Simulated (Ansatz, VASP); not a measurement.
# Two plane-wave programs on CdSb2O2

INCAR

```
PREC = Accurate ; ENCUT = 520
EDIFF = 1E-7 ; ISMEAR = 0
SIGMA = 0.1 ; LREAL = False
LASPH = True ; NELM = 100
ALGO = Normal ; ISIF = 2
LWAVE = False ; LCHARG = True
GGA = PE ; LELF = True
LVHAR = True ; NBANDS = 25
```

KPOINTS

```
regular mesh
0
Gamma
  6 6 4
```

Contents of POSCAR:

```
CdSb2O2
1.0
    5.4212538300      0.0000000000      0.0000000000
   -2.7106269200      4.6949435400      0.0000000000
    0.0000000000      0.0000000000      4.2508548900
Cd Sb O
1 2 2
Direct
    0.0000000000      0.0000000000      0.8631880300
    0.3333333300      0.6666666700      0.4786919100
    0.6666666700      0.3333333300      0.4786919100
    0.3333333300      0.6666666700      0.1125924500
    0.6666666700      0.3333333300      0.1125924500
```

Input for Ansatz:

```yaml
crystal:
  lattice:
    - [5.42125383, 0.0, 0.0]
    - [-2.71062692, 4.69494354, 0.0]
    - [0.0, 0.0, 4.25085489]
  atoms:
    - { symbol: Cd, position: [0.0, 0.0, 0.86318803] }
    - { symbol: Sb, position: [0.33333333, 0.66666667, 0.47869191] }
    - { symbol: Sb, position: [0.66666667, 0.33333333, 0.47869191] }
    - { symbol: O, position: [0.33333333, 0.66666667, 0.11259245] }
    - { symbol: O, position: [0.66666667, 0.33333333, 0.11259245] }
basis:
  ecutwfc: 420
kpoints:
  mp_grid: { grid: [6, 6, 4] }
hamiltonian:
  xc: pbe
scf:
  occupations: { method: gaussian, width: 0.1 }
  lower_state_search: "off"
output:
  forces: true
  stress: true
  eigenvalues: true
```

Alike in both runs: task single point; functional PBE; k mesh 6 × 6 × 4; occupations gaussian, width 0.1 eV; no spin polarisation.

```csv
,VASP,Ansatz
version,VASP 6.6.1,Ansatz 0.2.0
potentials or method,"VASP PAW PBE potentials, release 64 (Cd, Sb, O)","scalar-relativistic, plane waves, PAW"
plane-wave cutoff (eV),520,420
valence electrons in the cell,34,62
```

```tsv
	VASP	Ansatz	Ansatz less VASP
gap on the k mesh at the Fermi level (eV)	none	none	-
rms of the force components (eV/Å)	12.492	11.523	-0.9685
```

Atom by atom the forces differ by 0.969 eV/Å (rms over components). A gap of «none» marks a metal or a gap that the smearing closes. The two sets of potentials don't hold the same shells in valence.

Caveats: the k mesh is coarse (spacing up to 0.37 Å⁻¹), so the values aren't converged; forces of over 1 eV/Å show positions far from the minimum, so gaps and moduli don't describe the material at rest. Spin-orbit coupling is left out, which matters for the levels of Sb.
